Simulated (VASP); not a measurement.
Given:

```
CELL_PARAMETERS angstrom
      0.00000     2.31746     2.31746
      2.31746     0.00000     2.31746
      2.31746     2.31746     0.00000
ATOMIC_POSITIONS crystal
  Li 0.25000 0.25000 0.25000
  Li 0.75000 0.75000 0.75000
  O  0.00000 0.00000 0.00000
```

All values below come from revTPSS meta-GGA, VASP's PBE PAW potentials (set 64) (plane waves; VASP). Settings: 520 eV cut-off, 8×8×8 Γ-centred mesh, Gaussian smearing of 0.050 eV, potentials Li_sv O.

Q: Give the stress tensor in GPa (positive for a compressed cell).

A: 
```
-2.78   0.00   0.00
 0.00  -2.78   0.00
 0.00   0.00  -2.78
```
The pressure is its mean diagonal, -2.78 GPa.

The compound is Li2O in the antifluorite structure. This cell is one point of a volume scan, at 1.03 of the reference volume.
